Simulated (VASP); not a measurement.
Shape and ions are relaxed at each volume.

```xyz
2
Lattice="1.7865 -3.0943 0.0000 1.7865 3.0943 0.0000 0.0000 0.0000 5.5593" Properties=species:S:1:pos:R:3 pbc="T T T"
Er     1.7865     1.0314     1.3898
Er     1.7865    -1.0314     4.1695
```

Computed with PW91 GGA, VASP's PBE PAW potentials (set 64) (plane waves; VASP). Run with 520 eV cut-off, 12×12×7 Γ-centred mesh, first-order Methfessel-Paxton smearing of 0.10 eV, potentials Er_3.

The 4f electrons are frozen in the core of the lanthanide potential, so 4f levels, which can set the real gap, and their magnetism are missing.

Problem. Give the energy at these volumes per atom, relative to the lowest: 28.72, 29.63, 30.55, 31.47, 32.38 Å³.

Solution. 19.3, 5.5, 0.0, 2.2, 11.3 meV/atom. A third-order Birch-Murnaghan fit gives B0 = 43.8 GPa and B0′ = 2.3.

Measured: bulk modulus 44.4 GPa (computed value off by -1.3 %), as given by Wikipedia, Erbium (infobox). The calculation is for a static lattice, while the measured bulk modulus holds thermal and zero-point effects, which are part of the difference.

The compound is Er in the hcp structure. It was relaxed first.
